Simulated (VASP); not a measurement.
These are LDA (Ceperley-Alder, Perdew-Zunger), VASP's LDA PAW potentials (set 64) (plane waves; VASP 6.6.1) values and carry that method's errors.

A VASP calculation is set up with these files.

**POSCAR**
```
Na
1
   -6.0411764199     6.0411764199     6.0411764199
    6.0411764199    -6.0411764199     6.0411764199
    6.0411764199     6.0411764199    -6.0411764199
Na
27
Direct
  0.0000000000   0.0000000000   0.0000000000
  0.0000000000   0.0000000000   0.3333333333
  0.0000000000   0.0000000000   0.6666666667
  0.0000000000   0.3333333333   0.0000000000
  0.0000000000   0.3333333333   0.3333333333
  0.0000000000   0.3333333333   0.6666666667
  0.0000000000   0.6666666667   0.0000000000
  0.0000000000   0.6666666667   0.3333333333
  0.0000000000   0.6666666667   0.6666666667
  0.3333333333   0.0000000000   0.0000000000
  0.3333333333   0.0000000000   0.3333333333
  0.3333333333   0.0000000000   0.6666666667
  0.3333333333   0.3333333333   0.0000000000
  0.3333333333   0.3333333333   0.3333333333
  0.3333333333   0.3333333333   0.6666666667
  0.3333333333   0.6666666667   0.0000000000
  0.3333333333   0.6666666667   0.3333333333
  0.3333333333   0.6666666667   0.6666666667
  0.6666666667   0.0000000000   0.0000000000
  0.6666666667   0.0000000000   0.3333333333
  0.6666666667   0.0000000000   0.6666666667
  0.6666666667   0.3333333333   0.0000000000
  0.6666666667   0.3333333333   0.3333333333
  0.6666666667   0.3333333333   0.6666666667
  0.6666666667   0.6666666667   0.0000000000
  0.6666666667   0.6666666667   0.3333333333
  0.6666666667   0.6666666667   0.6666666667
```

KPOINTS:
```
Automatic mesh
0
Gamma
4 4 4
0 0 0
```

QPOINTS:
```
k-points along high-symmetry lines
13
Line-mode
Cartesian
  0.000000   0.000000   0.000000 ! GAMMA
  0.000000   0.248296   0.000000 ! H

  0.000000   0.248296   0.000000 ! H
  0.124148   0.124148   0.000000 ! N

  0.124148   0.124148   0.000000 ! N
  0.000000   0.000000   0.000000 ! GAMMA

  0.000000   0.000000   0.000000 ! GAMMA
  0.124148   0.124148   0.124148 ! P

  0.124148   0.124148   0.124148 ! P
  0.000000   0.248296   0.000000 ! H

  0.124148   0.124148   0.124148 ! P
  0.124148   0.124148   0.000000 ! N
```

### INCAR
```
ALGO = Normal
EDIFF = 1E-7
ENCUT = 400
IBRION = 6
ISIF = 2
ISMEAR = 1
LASPH = .TRUE.
LCHARG = .FALSE.
LPHON_DISPERSION = .TRUE.
LREAL = .FALSE.
LWAVE = .FALSE.
NELM = 100
NFREE = 2
NSW = 1
POTIM = 0.015
PREC = Accurate
SIGMA = 0.1
SYSTEM = Na
```

POTCAR, in this order: Na_pv (LDA.64 set). Program: vasp_std.

Output of the run:

### OSZICAR
```
       N       E                     dE             d eps       ncg     rms          rms(c)
DAV:   1     0.161194878569E+04    0.16119E+04   -0.91438E+04  2184   0.143E+03
DAV:   2     0.718758784605E+02   -0.15401E+04   -0.15213E+04  1808   0.434E+02
DAV:   3    -0.355549940663E+02   -0.10743E+03   -0.10391E+03  2012   0.142E+02
DAV:   4    -0.391305164940E+02   -0.35755E+01   -0.35133E+01  1948   0.221E+01
DAV:   5    -0.392183356222E+02   -0.87819E-01   -0.87795E-01  1932   0.353E+00    0.110E+00
DAV:   6    -0.391821666574E+02    0.36169E-01   -0.45703E-02  1995   0.982E-01    0.720E-01
DAV:   7    -0.391595831295E+02    0.22584E-01   -0.37764E-02  2109   0.949E-01    0.117E-01
DAV:   8    -0.391591003535E+02    0.48278E-03   -0.40579E-03  1908   0.475E-01    0.208E-02
DAV:   9    -0.391590958199E+02    0.45336E-05   -0.93954E-05  1955   0.604E-02    0.103E-02
DAV:  10    -0.391591008735E+02   -0.50535E-05   -0.79512E-06  1922   0.986E-03    0.712E-04
DAV:  11    -0.391591008933E+02   -0.19816E-07   -0.12552E-07  1306   0.121E-03
   1 F= -.39159101E+02 E0= -.39152546E+02  d E =-.196647E-01
 Found     1 degrees of freedom:
       N       E                     dE             d eps       ncg     rms          rms(c)
DAV:   1    -0.391576939129E+02    0.14070E-02   -0.87082E-01  3034   0.270E+00    0.341E-02
DAV:   2    -0.391589652001E+02   -0.12713E-02   -0.13031E-02  3217   0.448E-01    0.111E-02
DAV:   3    -0.391590030401E+02   -0.37840E-04   -0.42224E-04  3402   0.930E-02    0.101E-02
DAV:   4    -0.391590050152E+02   -0.19751E-05   -0.32452E-05  3419   0.233E-02    0.780E-03
DAV:   5    -0.391590036466E+02    0.13685E-05   -0.20009E-06  3370   0.324E-02    0.110E-03
DAV:   6    -0.391590038036E+02   -0.15698E-06   -0.16092E-06  3193   0.605E-03    0.156E-03
DAV:   7    -0.391590037928E+02    0.10776E-07   -0.34410E-08  1723   0.187E-03
   2 F= -.39159004E+02 E0= -.39152449E+02  d E =-.196657E-01
       N       E                     dE             d eps       ncg     rms          rms(c)
DAV:   1    -0.391546877873E+02    0.43160E-02   -0.27313E+00  2983   0.499E+00    0.605E-02
DAV:   2    -0.391589550006E+02   -0.42672E-02   -0.44068E-02  3890   0.875E-01    0.328E-02
DAV:   3    -0.391590061496E+02   -0.51149E-04   -0.96301E-04  3436   0.204E-01    0.167E-02
DAV:   4    -0.391590060416E+02    0.10803E-06   -0.58575E-05  4130   0.390E-02    0.105E-02
DAV:   5    -0.391590033354E+02    0.27062E-05   -0.57401E-06  4762   0.339E-02    0.179E-03
DAV:   6    -0.391590037900E+02   -0.45461E-06   -0.56262E-06  4099   0.129E-02    0.138E-03
DAV:   7    -0.391590037766E+02    0.13471E-07   -0.20719E-07  2222   0.495E-03
   3 F= -.39159004E+02 E0= -.39152449E+02  d E =-.196657E-01
```

File OUTCAR:
```
------------------------ aborting loop because EDIFF is reached ----------------------------------------
  FORCE on cell =-STRESS in cart. coord.  units (eV):
  Direction    XX          YY          ZZ          XY          YZ          ZX
  --------------------------------------------------------------------------------------
  Total       -0.2183880     -0.2185698     -0.2185698      0.0000000     -0.0000000      0.0000000
  in kB       -0.3967480     -0.3970783     -0.3970783      0.0000000     -0.0000000      0.0000000
  external PRESSURE =      -0.3969682 kB  Pullay stress =       0.0000000 kB
  volume of cell :      881.91
      direct lattice vectors                 reciprocal lattice vectors
    -6.041176420  6.041176420  6.041176420     0.000000000  0.082765337  0.082765337
     6.041176420 -6.041176420  6.041176420     0.082765337  0.000000000  0.082765337
     6.041176420  6.041176420 -6.041176420     0.082765337  0.082765337  0.000000000
 POSITION                                       TOTAL-FORCE (eV/Angst)
 -----------------------------------------------------------------------------------
     -0.01500      0.00000      0.00000         0.012812      0.000000      0.000000
      2.01373      2.01373     -2.01373        -0.001119     -0.001270      0.001270
      4.02745      4.02745     -4.02745        -0.001655     -0.001827      0.001827
      2.01373     -2.01373      2.01373        -0.001119      0.001270     -0.001270
      4.02745      0.00000      0.00000         0.000255      0.000000      0.000000
      6.04118      2.01373     -2.01373        -0.000139     -0.000242      0.000242
      4.02745     -4.02745      4.02745        -0.001655      0.001827     -0.001827
      6.04118     -2.01373      2.01373        -0.000139      0.000242     -0.000242
      8.05490      0.00000      0.00000        -0.001337      0.000000      0.000000
     -2.01373      2.01373      2.01373        -0.001655      0.001827      0.001827
      0.00000      4.02745      0.00000         0.000016      0.000770      0.000000
      2.01373      6.04118     -2.01373        -0.000258      0.000000      0.000279
      0.00000      0.00000      4.02745         0.000016      0.000000      0.000770
      2.01373      2.01373      2.01373        -0.001119     -0.001270     -0.001270
      4.02745      4.02745     -0.00000         0.000224      0.000202     -0.000000
      2.01373     -2.01373      6.04118        -0.000258      0.000279      0.000000
      4.02745     -0.00000      4.02745         0.000224     -0.000000      0.000202
      6.04118      2.01373      2.01373        -0.000139     -0.000242     -0.000242
     -4.02745      4.02745      4.02745        -0.001119      0.001270      0.001270
     -2.01373      6.04118      2.01373         0.000224      0.000000     -0.000202
      0.00000      8.05490      0.00000         0.000016     -0.000770     -0.000000
     -2.01373      2.01373      6.04118         0.000224     -0.000202      0.000000
     -0.00000      4.02745      4.02745        -0.000139      0.000242      0.000242
      2.01373      6.04118      2.01373        -0.000258      0.000000     -0.000279
      0.00000      0.00000      8.05490         0.000016     -0.000000     -0.000770
      2.01373      2.01373      6.04118        -0.000258     -0.000279      0.000000
      4.02745      4.02745      4.02745        -0.001655     -0.001827     -0.001827
 -----------------------------------------------------------------------------------
    total drift:                                0.000596      0.000002      0.000002
  FREE ENERGIE OF THE ION-ELECTRON SYSTEM (eV)
  ---------------------------------------------------
  free  energy   TOTEN  =       -39.1590037766 eV

  energy  without entropy=      -39.1393380398  energy(sigma->0) =      -39.15244853
```
(Selected blocks of OUTCAR.)

The cell is a supercell, built from Na (bcc).
